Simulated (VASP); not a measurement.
VASP runs on PbS (space group Fm-3m) share one base input (PBE GGA, plane waves, VASP's PBE PAW potentials (set 64)) and change the settings named in each case.

### INCAR
```
ALGO = Normal
EDIFF = 1E-6
ENCUT = 300
GGA = PE
ISIF = 2
ISMEAR = -1
LASPH = T
LCHARG = F
LMAXMIX = 4
LREAL = F
LWAVE = F
NELM = 100
PREC = Accurate
SIGMA = 0.05
SYSTEM = PbS
```

### KPOINTS
```
Automatic mesh
0
Gamma
7 7 7
0 0 0
```

**POSCAR**
```
PbS
1
    0.0000000000     2.9700000000     2.9700000000
    2.9700000000     0.0000000000     2.9700000000
    2.9700000000     2.9700000000     0.0000000000
Pb S
1 1
Direct
  0.0000000000   0.0000000000   0.0000000000
  0.5000000000   0.5000000000   0.5000000000
```

POTCAR, in this order: Pb_d S (PBE.64 set). Program: vasp_std.

| change | E(σ→0) (eV/atom) | pressure (GPa) | −TS (eV) |
|---|---|---|---|
| base run | -4.3784 | 1.37 | 0.0000 |
| GGA = PS | -4.7276 | (withheld) | 0.0000 |
| GGA_COMPAT = .FALSE., LNONCOLLINEAR = .TRUE., LSORBIT = .TRUE., MAGMOM = 0.0 0.0 0.0 0.0 0.0 0.0, program vasp_ncl | -4.5668 | 1.08 | 0.0000 |
| KPOINTS 2×2×2 Γ-centred mesh | -3.6924 | 8.16 | -0.0405 |

**Question.** Some entries are withheld; supply them.

**Answer.** 
- GGA = PS, pressure (GPa): -1.66

Energies of different potentials or functionals have different zeros.  Unless said otherwise, spin-orbit coupling is left out, though it shifts the bands of the heavy elements here. At 300 eV the pressure can carry a Pulay error.

Left out are runs that ran out of time, are held back, or changed the cell or the kind of run, fixed moments of cells without a moment, rows past the twelfth, gaps on odd meshes, pressures of charged cells and columns that move by less than the noise.

The structure is a typed PbS crystal (Fm-3m). The cell was not relaxed at this level.
